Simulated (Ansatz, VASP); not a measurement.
**HBr (HBr molecule): VASP beside Ansatz**

Aim: how closely do two programs agree when they are given the same cell, functional and k mesh? The structure shown is the start of the Ansatz relaxation below; VASP solves that cell, so the two are compared at the walk's first step.

Method: plane waves, with VASP 6.6.1 beside it; single point at HSE06, in Ansatz 0.2.0.

## Step 1: The starting structure

The cell holds 2 atoms: 1 H and 1 Br. Its edges and angles: a = 11.000 Å, b = 11.500 Å, c = 12.000 Å, α = 90.0°, β = 90.0°, γ = 90.0°. Vacuum lies along a, b and c.

## Step 2: Ansatz: relaxation, HSE06

Ansatz runs on its default PAW (the set named soft_2) files.

The two programs are compared at the cell with which this relaxation starts, whose forces are those of its first step.

Input file input.yaml:

```yaml
crystal:
  lattice:
    - [11.0, 0.0, 0.0]
    - [0.0, 11.5, 0.0]
    - [0.0, 0.0, 12.0]
  atoms:
    - { symbol: H, position: [0.5, 0.5, 0.4403733665] }
    - { symbol: Br, position: [0.5, 0.5, 0.5596266335] }
basis:
  ecutwfc: 420
  xc_grid: 2
hamiltonian:
  xc: hse06
kpoints:
  mp_grid: { grid: [1, 1, 1] }
scf:
  occupations: { method: fixed }
  max_iter: 150
output:
  forces: true
relax:
  f_tol: 0.01
  max_steps: 60
checkpoint:
  write: "../hse06.run"
  compress: false
  write_wavefunctions: false
  write_every: 100000
```

Started as:

```bash
> ansatz run input.yaml --threads 4 --pin off --max-ram 5652MiB --backend cpu --events-out ev --progress --plain --runs-dir out
```

Numbers of over 12 decimals in the logs are rounded to 6 here.

What it wrote:

```text
exact exchange: scf.exx.singularity resolves to wigner_seitz, which cuts the screened interaction at the faces of the exchange supercell's Wigner-Seitz cell, so that each pair interacts once, at the shortest of its separations (the periodic images that this leaves out come, for a point-like exchange hole, to about 0.002 eV on a filled level). The cut falls within the interaction's reach, and what an exchange supercel [...]
Engine: ansatz 0.2.0, aarch64-unknown-linux-gnu
Pseudopotentials: kind: paw
Pseudopotential: H, paw, valence charge 1, recommended cutoff 420 eV (normal), H.paw.azcp
Pseudopotential: Br, paw, valence charge 7, recommended cutoff 420 eV (normal), Br.paw.azcp
Functional definition: HSE06
  parameter a = 0.25
  parameter omega = 0.11/bohr
  exchange = pbe_x - a*pbe_x_sr(omega) + a*exact_x_sr(omega)
  correlation = pbe_c
davidson cushion auto → on  (no smearing: the cushion is to keep the highest requested band from converging to the state above it; pin scf.eigensolver.cushion to override)
Crystal: 2 atoms, lattice volume = 1518.000 Å³
Basis set: ecut = 420 eV, 29699 PW (Γ), exchange–correlation on 150×160×162 points (8 copies of the dense FFT grid, shifted against one another)
Bands: 8, of which v1, the nominal top of the filled ones, is band 4 counted from 1 (3 counted from 0)
Symmetry: 4 space group operations
Space group: Pmm2 (ITA 25), of the structure as read, at distance tolerance 1.1e-4 Å
k-points: 1
Non-local potential: H, projectors of the file, l = 0: 2, l = 1: 1
Non-local potential: Br, projectors of the file, l = 0: 2, l = 1: 2, l = 2: 2
PAW form: soft (Blöchl's): semilocal exchange-correlation on the pseudo side does not see the compensation charge
PAW frozen core: Br, regenerated for the run's functional, and the local potential with it (the file was generated under x = pbe(κ = 0.804, μ = 0.219515), c = pbe(β = 0.066725))
PAW one-centre angular grid: H, 110 points (default); XC on 64 Gauss nodes
PAW one-centre angular grid: Br, 110 points (default); XC on 64 Gauss nodes
Initial density: superposition of atomic densities (neutral atoms: chi_scale 0, normalization atom), corrected by the library's trained network
Initial wavefunctions: pseudopotential atomic-orbital guess
Functional: x = pbe(κ = 0.804, μ = 0.219515), c = pbe(β = 0.066725), warm-up for x = pbe(κ = 0.804, μ = 0.219515) + 0.25 (exact − pbe) at short range (hse, ω = 0.207870 Å⁻¹), c = pbe(β = 0.066725); HSE06 as pw.x's `hse` composes it (authors' and Libxc's form: `xc: wpbeh`)
SCF iter   1: F=—  HF=-2799.406630 eV  |F-HF|=—  |Δ(HF+E_count)|=         —  Δρ=3.08e-4  dr2=1.83e-3  ethr=1.77e-3  ⟨swp⟩=13.0  Hψ=60  notcnv=0
preconditioner: auto → none  [insulator: Δε(μ)=5.835 eV  Ē_g=8.482 eV  n_scr=30 (ndim 8)  ℏωp=2.3 eV  f_vac=0.912]
iter 2 solved again at ethr=1.58e-6 eV; its pass at ethr=2.29e-5 eV (dr2=1.26e-4 eV) is discarded
SCF iter   2: F=—  HF=-2799.408356 eV  |F-HF|=—  |Δ(HF+E_count)|=   1.73e-3  Δρ=1.16e-4  dr2=1.26e-4  ethr=1.58e-6  ⟨swp⟩=4.0  Hψ=58  notcnv=0  defer=3
SCF iter   3: F=—  HF=-2799.409170 eV  |F-HF|=—  |Δ(HF+E_count)|=   8.14e-4  Δρ=5.09e-5  dr2=2.30e-5  ethr=1.57e-6  ⟨swp⟩=3.0  Hψ=24  notcnv=0  defer=4
SCF iter   4: F=—  HF=-2799.409632 eV  |F-HF|=—  |Δ(HF+E_count)|=   4.62e-4  Δρ=6.27e-6  dr2=6.48e-7  ethr=2.88e-7  ⟨swp⟩=4.0  Hψ=31  notcnv=0  defer=4
SCF iter   5: F=-2799.409636 eV  HF=-2799.409636 eV  |F-HF|=1.42e-8  |Δ(HF+E_count)|=   4.31e-6  Δρ=6.00e-7  dr2=7.00e-9  ethr=8.09e-9  ⟨swp⟩=4.0  Hψ=31  notcnv=0  defer=4
SCF 1 converged in 5 iterations: F = -2799.409636 eV  dr2 = 7.00e-9
  greatest PAW one-centre occupation: 0.915 electrons in one spin orbital (limit 2), on the Br atom at site 1 (counted from 0), in its partial waves of l = 0
Initial density: handed on by an earlier stage of this run
Initial wavefunctions: those handed on with the density
[...]
Frozen-core exchange: fock
SCF iter   1: F=—  HF=-2801.330763 eV  |F-HF|=—  |Δ(HF+E_count)|=         —  Δρ=7.23e-6  dr2=6.75e-7  ethr=2.31e-7  ⟨swp⟩=3.0  Hψ=23  notcnv=0
preconditioner: auto → none  [insulator: Δε(μ)=7.292 eV  Ē_g=9.665 eV  n_scr=30 (ndim 8)  ℏωp=2.3 eV  f_vac=0.915]
SCF iter   2: F=-2801.330763 eV  HF=-2801.330763 eV  |F-HF|=7.53e-9  |Δ(HF+E_count)|=   1.38e-7  Δρ=3.02e-6  dr2=9.98e-8  ethr=7.80e-9  ⟨swp⟩=6.0  Hψ=34  notcnv=0  defer=1
SCF 5 converged in 2 iterations: F = -2801.330763 eV  dr2 = 9.98e-8
  Residual-converged pass: ⟨swp⟩=3.0  Hψ=18  notcnv=0  max |occ|·‖R‖ = 1.5e-5 eV (tolerance 2.0e-5 eV)  dr2=1.00e-7  dr2_onsite=8.99e-9  max |Δocc| = 0.0e0
hybrid outer 2: dexx = +2.764e-7 eV, tail = 2.76e-7 eV, Δε = 6.39e-4 eV (about 2.66e-4 eV left of the loop's levels), ΔF = 3.15e-2 eV/Å (tail 2.55e-2)
Exchange kernel: α = 0.2500, screened, ω = 0.2079 Å⁻¹, Wigner–Seitz truncation, v(0) = 963.9577 eV·Å³, q-mesh 1×1×1, nearest image of the exchange supercell L = 11.00 Å, pair-density grid 45×48×54, without the augmentation charges, whose exchange is taken in its separable form (sized by the pseudopotential files, 75×80×81 at the most)
Frozen-core exchange: fock
SCF iter   1: F=—  HF=-2801.330763 eV  |F-HF|=—  |Δ(HF+E_count)|=         —  Δρ=3.66e-6  dr2=1.54e-7  ethr=1.36e-8  ⟨swp⟩=3.0  Hψ=21  notcnv=0
SCF iter   2: F=-2801.330763 eV  HF=-2801.330763 eV  |F-HF|=5.21e-9  |Δ(HF+E_count)|=   2.88e-8  Δρ=1.52e-6  dr2=1.73e-8  ethr=1.91e-9  ⟨swp⟩=7.0  Hψ=35  notcnv=0
SCF 6 converged in 2 iterations: F = -2801.330763 eV  dr2 = 1.73e-8
  Residual-converged pass: ⟨swp⟩=4.0  Hψ=22  notcnv=0  max |occ|·‖R‖ = 1.9e-6 eV (tolerance 2.0e-6 eV)  dr2=1.71e-8  dr2_onsite=2.39e-9  max |Δocc| = 0.0e0
hybrid outer 3: dexx = +5.096e-9 eV, tail = 3.93e-8 eV, Δε = 3.42e-5 eV (about 5.26e-5 eV left of the loop's levels), ΔF = 4.67e-3 eV/Å (tail 3.56e-3)
relax step   2: F+E_penalty+E_count = -2801.33076340 eV  Δ(F+E_penalty+E_count) = -1.986e-3 eV  max|allowed force component| = 5.911e-2 eV/Å  Δτ_max = 0.0052 Å  (9 SCF iters, dr2 threshold 6.35e-6 eV, accepted)
[...]
relax step   3: F+E_penalty+E_count = -2801.33083238 eV  Δ(F+E_penalty+E_count) = -6.897e-5 eV  max|allowed force component| = 3.561e-4 eV/Å  Δτ_max = 0.0012 Å  (9 SCF iters, dr2 threshold 2.18e-7 eV, accepted)
[...]
relax step   4: F+E_penalty+E_count = -2801.33083238 eV  Δ(F+E_penalty+E_count) = -5.498e-10 eV  max|allowed force component| = 2.565e-4 eV/Å  Δτ_max = 0.0000 Å  (4 SCF iters, accepted)
hybrid SCF converged: 2 outer / 4 inner (+0 warm-up), last move |dexx| = 1.49e-12 eV, tail = 3.44e-11 eV
Stability not checked: this state was not tested for a lower state beside it, because the functional holds exact exchange (a hybrid, or Hartree-Fock), whose exchange loop this test does not read (fock_operator; see scf.lower_state_search)
Free energy (F): -2801.330832 eV
Frozen-core exchange: fock
Harris-Foulkes:  -2801.330832 eV  (|F-HF|=8.64e-12)
Internal energy: -2801.330832 eV  (E = F + TS)
E sigma→0 (E₀):  -2801.330832 eV
Fermi energy:    -8.159677 eV
--- Per-component energies (eV) ---
  E_band       = -100.953016
  E_kinetic    = 144.473434
  E_local      = -726.147601  (includes V_loc(G=0)·N_el)
  E_nonlocal   = 71.718023
  E_hartree    = 272.236705
  E_xc         = -214.379417
  E_vxc        = -90.849800  (∫ρ·V_xc dr)
  E_exx        = -14.817966  (= α·E_x^exact, valence–valence)
  E_paw        = -2291.812402  (= ΣΔE_a)
  E_vpaw       = -14.983467  (= ΣTr[D̂ρ^β])
  E_aug_tail   = -0.001102  (compensation charges beyond the density's cutoff)
  E_ewald      = -42.237288
  E_core_change = -0.363218  (= ΣΔE_core)
  E_smearing   = -0.000000  (= −TS)
  E_closure    = -0.000000  (closes the sum)
  Σ components = -2801.330832   (vs F -2801.330832, Δ=0.00e0)
--- Forces (eV/Å), atoms counted from 1 ---
  atom   1  H      0.00000000     0.00000000    -0.00025479
  atom   2  Br     0.00000000     0.00000000     0.00025819
  max |Σ_I F_I| component: 3.41e-6 eV/Å
--- Band table (eV) ---
  k-point 0: bands = ["-22.2360", "-11.9211", "-8.1597", "-8.1597", "-0.8574", "0.1761"]
  guard bands above this table: 2 of the run's 8 bands. The solve was not asked for them (output.publish_guard_bands: true or output.eigenvalues: true publishes all)
--- Relaxed structure (4 steps of the walk, 4 accepted, 0 SCFs on fresh bases) ---
  F+E_penalty+E_count = -2801.33083238 eV   max|allowed force component| = 2.565e-4 eV/Å
  atoms:
    - { symbol: H, position: [0.5, 0.5, 0.440905] }
    - { symbol: Br, position: [0.5, 0.5, 0.559095] }
```

## Step 3: VASP: single point, HSE06, start cell

The same cell, functional and mesh now go to VASP, with its own data sets.

Lines of VASP's logs that name or quote its potential files are left out, and so is its time.

The run reads the wave functions of an earlier VASP run, which isn't shown here.

Input file INCAR:

```
SYSTEM = HBr
PREC = Accurate
ENCUT = 910
EDIFF = 1E-06
NELM = 100
ISMEAR = 0
SIGMA = 0.01
LREAL = .FALSE.
ALGO = Normal
LHFCALC = .TRUE.
AEXX = 0.25
GGA = PE
HFSCREEN = 0.208
LASPH = .TRUE.
NBANDS = 10
PRECFOCK = Fast
LORBIT = 11
LWAVE = .FALSE.
LCHARG = .FALSE.
ISIF = 2
```

Input file POSCAR:

```
HBr
1.0
   11.0000000000      0.0000000000      0.0000000000
    0.0000000000     11.5000000000      0.0000000000
    0.0000000000      0.0000000000     12.0000000000
H Br
1 1
Direct
    0.5000000000      0.5000000000      0.4403733333
    0.5000000000      0.5000000000      0.5596266667
```

Input file KPOINTS:

```
Automatic mesh
0
Gamma
1 1 1
0 0 0
```

Potentials, in the order of the species: H_h and Br (PBE family, release 64).

Started as:

```bash
> export OMP_NUM_THREADS=3
> mpirun -np 1 vasp_gam
```

What it wrote:

```text
[banner, memory and clock lines left out]
running    1 mpi-ranks, on    1 nodes
 distrk:  each k-point on    1 cores,    1 groups
 distr:  one band on    1 cores,    1 groups
 Offloading initialized ...    1 GPUs detected
 POSCAR found type information on POSCAR H Br
 POSCAR found :  2 types and       2 ions
 LDA part: xc-table for (Slater+PW92), standard interpolation
 found WAVECAR, reading the header
 POSCAR, INCAR and KPOINTS ok, starting setup
 FFT: planning ... GRIDC
 FFT: planning ... GRID_SOFT
 FFT: planning ... GRID
 reading WAVECAR
 the WAVECAR file was read successfully
 initial charge from wavefunction
 entering main loop
       N       E                     dE             d eps       ncg     rms          rms(c)
DAV:   1    -0.660103352112E+01   -0.66010E+01   -0.11811E-01    20   0.245E+00    0.645E-01
DAV:   2    -0.660157179240E+01   -0.53827E-03   -0.19784E-03    28   0.282E-01    0.434E-01
DAV:   3    -0.660117519520E+01    0.39660E-03   -0.32194E-04    28   0.795E-02    0.276E-01
DAV:   4    -0.660104246529E+01    0.13273E-03   -0.13360E-04    20   0.554E-02    0.163E-01
DAV:   5    -0.660099792544E+01    0.44540E-04   -0.27912E-05    20   0.281E-02    0.988E-02
DAV:   6    -0.660098502573E+01    0.12900E-04   -0.52966E-06    20   0.142E-02    0.590E-02
DAV:   7    -0.660098592903E+01   -0.90330E-06   -0.23339E-06    20   0.954E-03
   1 F= -.66009859E+01 E0= -.66009859E+01  d E =-.146464E-13
```

From OUTCAR (step 3):

```text
ion  position               nearest neighbor table
   1  0.500  0.500  0.440-   2 1.43
   2  0.500  0.500  0.560-   1 1.43

  LATTYP: Found a simple orthorhombic cell.
 ALAT       =    11.0000000000
 B/A-ratio  =     1.0454545455
 C/A-ratio  =     1.0909090909

 Subroutine GETGRP returns: Found  4 space group operations
 (whereof  4 operations were pure point group operations)

The static configuration has the point symmetry C_2v.

 Found      1 irreducible k-points:

   k-points           NKPTS =      1   k-points in BZ     NKDIM =      1   number of bands    NBANDS=     10

   dimension x,y,z NGX =   108 NGY =  120 NGZ =  120
   dimension x,y,z NGXF=   216 NGYF=  240 NGZF=  240

   ENCUT  =  910.0 eV  66.88 Ry    8.18 a.u.  27.06 28.29 29.52*2*pi/ulx,y,z

   NELECT =       8.0000    total number of electrons

 k-points in reciprocal lattice and weights: Automatic mesh
   0.00000000  0.00000000  0.00000000       1.000

  exchange ACFDT corr.  =         0.00000000  see jH, gK, PRB 81, 115126

 average (electrostatic) potential at core
       1 -42.9327       2 -67.2557

 E-fermi :  -8.1657

 k-point     1 :       0.0000    0.0000    0.0000
  band No.  band energies     occupation
      1     -22.2720      2.00000
      2     -11.9421      2.00000
      3      -8.2181      2.00000
      4      -8.2180      2.00000
      5      -0.9928      0.00000
      6       0.0157      0.00000
      7       0.6904      0.00000
      8       0.7314      0.00000
      9       0.8278      0.00000
    ...

  Total       -0.0001712      0.0001867     -0.4872441      0.0000000      0.0000000      0.0000000
  in kB       -0.0001807      0.0001971     -0.5142631      0.0000000      0.0000000      0.0000000
  external PRESSURE =      -0.1714156 kB  Pullay stress =       0.0000000 kB

  energy-cutoff  :      910.00
  volume of cell :     1518.00
      direct lattice vectors                 reciprocal lattice vectors
    11.000000000  0.000000000  0.000000000     0.090909091  0.000000000  0.000000000
     0.000000000 11.500000000  0.000000000     0.000000000  0.086956522  0.000000000
     0.000000000  0.000000000 12.000000000     0.000000000  0.000000000  0.083333333

 POSITION                                       TOTAL-FORCE (eV/Angst)
 -----------------------------------------------------------------------------------
      5.50000      5.75000      5.28448         0.000000      0.000000      0.340311
      5.50000      5.75000      6.71552         0.000000      0.000000     -0.340311
 -----------------------------------------------------------------------------------
    total drift:                               -0.000000     -0.000000      0.000252

  FREE ENERGIE OF THE ION-ELECTRON SYSTEM (eV)
  ---------------------------------------------------
  free  energy   TOTEN  =        -6.6009859290 eV

  energy  without entropy=       -6.6009859290  energy(sigma->0) =       -6.60098593

 total charge
# of ion       s       p       d       tot
------------------------------------------
    1        0.286   0.009   0.000   0.295
    2        1.606   3.289   0.035   4.931
--------------------------------------------------
tot          1.893   3.298   0.035   5.226
```

The run ends at a pressure of -0.02 GPa, with forces up to 0.34 eV/Å.

## Step 4: Side by side

Known differences besides the potentials themselves: exact exchange at q = 0 is treated differently, which shows on coarse meshes; VASP keeps PBE cores, Ansatz makes them for the functional; fixed occupations in Ansatz, narrow Gaussian smearing in VASP; the cutoff is 420 eV in Ansatz and 910 eV in VASP; VASP takes a coarser grid for exact exchange (PRECFOCK = Fast). Total energies have different zeros and are not compared.

Forces (eV/Å; atoms numbered as in POSCAR):

```
atom        Ansatz x, y, z          VASP x, y, z
  H1   0.000, 0.000, 0.319   0.000, 0.000, 0.340
 Br2  0.000, 0.000, -0.319  0.000, 0.000, -0.340
```

The forces differ by 12 meV/Å r.m.s., which is 6.3 % of the r.m.s. force of 0.196 eV/Å (both taken over all components).

## Step 5: Results

```
r.m.s. force difference (single point, HSE06, start cell) : 12 meV/Å
```

What this shows: The r.m.s. force difference is 12 meV/Å (single point, HSE06, start cell), at about the 12 meV/Å picked in this series as the mark of a large difference. What causes the difference of the single point, HSE06, start cell pair stays open here. 1 further run of this series is not shown here. Such differences can come from data sets, numerical settings and the points named under the comparisons, not from the functional's error against experiment.

[Lines on the potential files, build, host, timing and source positions are cut from VASP's logs without a mark.]

[Logs are printed without paths, hosts, clocks, repeated set-up lines and the standing remarks that a program may print on its own settings, such as how far it seeks lower states.]

[Hosts, paths, dates, database ids (printed as entryN), source tags and the programs' standing remarks are cut or masked in the printed files.]
